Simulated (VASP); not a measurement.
Given:

```
CELL_PARAMETERS angstrom
      7.89216     0.00000     0.00000
      0.00000     7.89216     0.00000
      0.00000     0.00000    11.83823
ATOMIC_POSITIONS crystal
  Sr 0.01405 0.01452 0.99901
  Sr 0.00097 0.00792 0.33942
  Sr 0.99898 0.00219 0.65733
  Sr 0.01395 0.48706 0.99887
  Sr 0.00440 0.49589 0.34309
  Sr 0.00187 0.50165 0.65389
  Sr 0.48599 0.01471 0.99874
  Sr 0.49681 0.00590 0.33908
  Sr 0.49900 0.00017 0.65788
  Sr 0.48614 0.48694 0.99860
  Sr 0.49272 0.49703 0.34040
  Sr 0.49514 0.50310 0.65673
  Ti 0.25136 0.26055 0.16436
  Ti 0.25190 0.25934 0.82019
  Ti 0.24875 0.76064 0.16141
  Ti 0.24439 0.74539 0.49605
  Ti 0.24944 0.76036 0.82769
  Ti 0.75053 0.25799 0.15738
  Ti 0.75388 0.25763 0.49027
  Ti 0.75184 0.25792 0.82320
  Ti 0.74954 0.75614 0.15726
  Ti 0.74285 0.76036 0.49372
  Ti 0.75033 0.75652 0.83232
  O  0.24922 0.99809 0.16228
  O  0.99967 0.24466 0.16833
  O  0.24935 0.24933 0.00527
  O  0.25960 0.99856 0.50689
  O  0.99900 0.25411 0.49949
  O  0.25248 0.25427 0.33850
  O  0.24913 0.00059 0.84089
  O  0.00133 0.24518 0.84560
  O  0.25202 0.25337 0.66605
  O  0.24997 0.49662 0.16224
  O  0.00023 0.74576 0.17123
  O  0.25035 0.74420 0.00029
  O  0.24279 0.50128 0.50481
  O  0.00162 0.75042 0.50241
  O  0.25058 0.74845 0.33674
  O  0.24991 0.49450 0.83835
  O  0.99949 0.74548 0.83016
  O  0.25107 0.74911 0.66981
  O  0.75008 0.99704 0.17403
  O  0.49810 0.24548 0.16671
  O  0.74714 0.24871 0.00367
  O  0.75657 0.99894 0.50351
  O  0.50282 0.23738 0.49635
  O  0.74701 0.24794 0.33627
  O  0.74893 0.99740 0.83247
  O  0.49643 0.24594 0.84310
  O  0.74927 0.24832 0.66900
  O  0.74929 0.49701 0.17348
  O  0.49998 0.74499 0.17116
  O  0.75031 0.74923 0.00129
  O  0.74621 0.49638 0.50357
  O  0.49975 0.74070 0.50236
  O  0.75044 0.74984 0.33798
  O  0.74816 0.49665 0.83305
  O  0.50007 0.74470 0.83030
  O  0.74986 0.74935 0.66688
  Al 0.25664 0.24362 0.49784
```
Cell charge -2.

These are PBE GGA, VASP's PBE PAW potentials (set 64) (plane waves; VASP 6.6.1) values and carry that method's errors. Run with PREC = Normal, LREAL = Auto, ISYM = 0, NELECT = 385.0, EDIFF = 1E-5, 400 eV cut-off, 1×1×1 Γ-centred mesh, Gaussian smearing of 0.050 eV, potentials Sr_sv Ti O Al. Starting moments (MAGMOM): 60*0.0167. The cell's moment is fixed (NUPDOWN = 1).

At this cut-off the stress carries a Pulay error, which pulls relaxed volumes low. The cell is charged, with a uniform compensating background. The supercell is sampled at Γ alone, which is coarse: total energies, pressure and levels can be off, energies of defects by several tenths of an eV.

Question: The ions are relaxed. Predict the relaxed structure.

Answer: 
```
CELL_PARAMETERS angstrom
      7.89216     0.00000     0.00000
      0.00000     7.89216     0.00000
      0.00000     0.00000    11.83823
ATOMIC_POSITIONS crystal
  Sr 0.00168 0.01232 0.98769
  Sr 0.00599 0.01299 0.32834
  Sr 0.99897 0.00321 0.65541
  Sr 0.00214 0.50839 0.98625
  Sr 0.00734 0.49749 0.33037
  Sr 0.00182 0.50093 0.65490
  Sr 0.49958 0.01224 0.98767
  Sr 0.49086 0.01260 0.32751
  Sr 0.49998 0.00279 0.65584
  Sr 0.49927 0.50839 0.98632
  Sr 0.48973 0.49824 0.32992
  Sr 0.49742 0.50166 0.65520
  Ti 0.25067 0.26213 0.16051
  Ti 0.25001 0.25359 0.81690
  Ti 0.25086 0.76019 0.15659
  Ti 0.24590 0.75460 0.49046
  Ti 0.24998 0.75514 0.82156
  Ti 0.75070 0.26251 0.15738
  Ti 0.74853 0.25857 0.49034
  Ti 0.74995 0.25418 0.82148
  Ti 0.75130 0.76054 0.15809
  Ti 0.74603 0.75861 0.48910
  Ti 0.75002 0.75486 0.82261
  O  0.24732 0.99202 0.17648
  O  0.99804 0.22768 0.17052
  O  0.24896 0.25430 0.00525
  O  0.25153 0.99856 0.50159
  O  0.00108 0.24527 0.50162
  O  0.25028 0.24703 0.33926
  O  0.25035 0.00389 0.84334
  O  0.00128 0.25332 0.84021
  O  0.25041 0.24696 0.66010
  O  0.24806 0.49397 0.18005
  O  0.99953 0.72799 0.17421
  O  0.24987 0.74471 0.00364
  O  0.25147 0.49654 0.50305
  O  0.00023 0.74201 0.51144
  O  0.25023 0.74801 0.33670
  O  0.25036 0.50138 0.83801
  O  0.00083 0.75413 0.84395
  O  0.25179 0.75421 0.66795
  O  0.74818 0.99167 0.18024
  O  0.49932 0.22701 0.16980
  O  0.74976 0.25178 0.00376
  O  0.75295 0.99562 0.51039
  O  0.50019 0.24530 0.50185
  O  0.74903 0.24515 0.33623
  O  0.75032 0.00257 0.84599
  O  0.49875 0.25336 0.84071
  O  0.74935 0.24355 0.66790
  O  0.74749 0.49218 0.18198
  O  0.49839 0.72885 0.17427
  O  0.75013 0.74563 0.00540
  O  0.75276 0.49713 0.51345
  O  0.50239 0.74182 0.51090
  O  0.75064 0.74374 0.33767
  O  0.75028 0.50157 0.84212
  O  0.49985 0.75414 0.84436
  O  0.75037 0.75184 0.66971
  Al 0.24918 0.25251 0.49467
```
Cell charge -2. The cell ends with 1.00 μB, on the first 30 sites 0.00 0.00 0.00 0.00 0.00 0.00 0.00 0.00 0.00 0.00 0.00 0.00 0.00 0.29 0.00 0.00 0.27 0.00 0.00 0.27 0.00 0.00 0.26 0.00 0.00 0.00 0.00 0.00 0.00 -0.02 μB.

Question: How much energy does the relaxation gain?

Answer: The energy (σ→0) changes by -29.8 meV/atom, in 41 ionic steps.

```json
[
 {"step": "1", "E(σ→0) (eV)": "-459.4741", "max force (eV/Å)": "1.615", "pressure (GPa)": "1.03", "volume (Å³)": "737.36"},
 {"step": "2", "E(σ→0) (eV)": "-460.1964", "max force (eV/Å)": "1.278", "pressure (GPa)": "0.48", "volume (Å³)": "737.36"},
 {"step": "3", "E(σ→0) (eV)": "-460.2237", "max force (eV/Å)": "1.831", "pressure (GPa)": "0.45", "volume (Å³)": "737.36"},
 {"step": "4", "E(σ→0) (eV)": "-460.6494", "max force (eV/Å)": "1.250", "pressure (GPa)": "0.75", "volume (Å³)": "737.36"},
 {"step": "5", "E(σ→0) (eV)": "-460.6520", "max force (eV/Å)": "1.424", "pressure (GPa)": "0.80", "volume (Å³)": "737.36"},
 {"step": "6", "E(σ→0) (eV)": "-460.8921", "max force (eV/Å)": "0.769", "pressure (GPa)": "0.54", "volume (Å³)": "737.36"},
 {"step": "7", "E(σ→0) (eV)": "-460.8926", "max force (eV/Å)": "0.843", "pressure (GPa)": "0.53", "volume (Å³)": "737.36"},
 {"step": "8", "E(σ→0) (eV)": "-460.9977", "max force (eV/Å)": "0.620", "pressure (GPa)": "0.55", "volume (Å³)": "737.36"},
 {"step": "9", "E(σ→0) (eV)": "-460.9977", "max force (eV/Å)": "0.666", "pressure (GPa)": "0.56", "volume (Å³)": "737.36"},
 {"step": "10", "E(σ→0) (eV)": "-461.0889", "max force (eV/Å)": "0.389", "pressure (GPa)": "0.86", "volume (Å³)": "737.36"},
 {"step": "11", "E(σ→0) (eV)": "-461.0923", "max force (eV/Å)": "0.460", "pressure (GPa)": "0.98", "volume (Å³)": "737.36"},
 {"step": "12", "E(σ→0) (eV)": "-461.1321", "max force (eV/Å)": "0.351", "pressure (GPa)": "1.06", "volume (Å³)": "737.36"},
 {"step": "13", "E(σ→0) (eV)": "-461.1321", "max force (eV/Å)": "0.376", "pressure (GPa)": "1.07", "volume (Å³)": "737.36"},
 {"step": "14", "E(σ→0) (eV)": "-461.1581", "max force (eV/Å)": "0.330", "pressure (GPa)": "1.01", "volume (Å³)": "737.36"},
 {"step": "15", "E(σ→0) (eV)": "-461.1583", "max force (eV/Å)": "0.394", "pressure (GPa)": "1.00", "volume (Å³)": "737.36"},
 {"step": "16", "E(σ→0) (eV)": "-461.1816", "max force (eV/Å)": "0.211", "pressure (GPa)": "0.98", "volume (Å³)": "737.36"},
 {"step": "17", "E(σ→0) (eV)": "-461.1895", "max force (eV/Å)": "0.331", "pressure (GPa)": "0.97", "volume (Å³)": "737.36"},
 {"step": "18", "E(σ→0) (eV)": "-461.2073", "max force (eV/Å)": "0.180", "pressure (GPa)": "1.00", "volume (Å³)": "737.36"},
 {"step": "19", "E(σ→0) (eV)": "-461.2094", "max force (eV/Å)": "0.264", "pressure (GPa)": "1.02", "volume (Å³)": "737.36"},
 {"step": "20", "E(σ→0) (eV)": "-461.2252", "max force (eV/Å)": "0.154", "pressure (GPa)": "0.99", "volume (Å³)": "737.36"},
 {"step": "21", "E(σ→0) (eV)": "-461.2257", "max force (eV/Å)": "0.247", "pressure (GPa)": "0.99", "volume (Å³)": "737.36"},
 {"step": "22", "E(σ→0) (eV)": "-461.2380", "max force (eV/Å)": "0.135", "pressure (GPa)": "0.98", "volume (Å³)": "737.36"},
 {"step": "23", "E(σ→0) (eV)": "-461.2398", "max force (eV/Å)": "0.191", "pressure (GPa)": "0.97", "volume (Å³)": "737.36"},
 {"step": "24", "E(σ→0) (eV)": "-461.2469", "max force (eV/Å)": "0.130", "pressure (GPa)": "1.00", "volume (Å³)": "737.36"},
 {"step": "25", "E(σ→0) (eV)": "-461.2469", "max force (eV/Å)": "0.185", "pressure (GPa)": "1.01", "volume (Å³)": "737.36"}
]
```

The cell is a supercell with a defect, built from SrTiO3 (cubic perovskite, the ideal cubic form; the compound distorts at low or room temperature): Al_Ti, charge -2.
